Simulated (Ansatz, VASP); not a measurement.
**One calculation of NbTe, two programs**

File INCAR:

```
SYSTEM = NbTe
PREC = Accurate
ENCUT = 520
EDIFF = 1E-7
ISMEAR = -1
SIGMA = 0.1
LREAL = .False.
LASPH = .True.
NELM = 60
ALGO = Normal
ISIF = 2
LWAVE = .False.
LCHARG = .False.
NBANDS = 16
```

File KPOINTS:

```
Automatic mesh
0
Gamma
  12 12 12
  0 0 0
```

POSCAR

```
NbTe
1.0
    0.0000000000      2.8354696725      2.8354696725
    2.8354696725      0.0000000000      2.8354696725
    2.8354696725      2.8354696725      0.0000000000
Nb Te
1 1
Direct
    0.0000000000      0.0000000000      0.0000000000
    0.2500000000      0.2500000000      0.2500000000
```

Input for Ansatz:

```yaml
crystal:
  lattice:
    - [0.0, 2.8354696725, 2.8354696725]
    - [2.8354696725, 0.0, 2.8354696725]
    - [2.8354696725, 2.8354696725, 0.0]
  atoms:
    - { symbol: Nb, position: [0.0, 0.0, 0.0] }
    - { symbol: Te, position: [0.25, 0.25, 0.25] }
kpoints:
  mp_grid: { grid: [12, 12, 12] }
scf:
  occupations: { method: fermi_dirac, width: 0.1 }
hamiltonian:
  xc: lda
  pseudopotentials: { kind: paw }
output:
  forces: true
  stress: true
  eigenvalues: true
  populations: true
```

Change from the starting cell: volume scaled by 0.78, PAW files.

Alike in both runs: task single point; functional LDA; k mesh 12 × 12 × 12; occupations fermi-dirac, width 0.1 eV; no spin polarisation.

```csv
,VASP,Ansatz
version,VASP 6.6.1,Ansatz 0.2.0
potentials or method,"VASP PAW LDA potentials, release 64 (Nb_sv, Te)","PAW with Ansatz's default frozen-core files, scalar-relativistic"
plane-wave cutoff (eV),520,420
valence electrons in the cell,19,29
```

```csv
,VASP,Ansatz,Ansatz less VASP
pressure (GPa),34.3,34.3,-0.02
```

The two sets of potentials don't hold the same shells in valence.

Caveats: so large a pressure means that the cell lies far from this level's equilibrium, or that cutoff or potentials fall short (VASP). The runs have no spin-orbit coupling, so splittings on Te are missing.
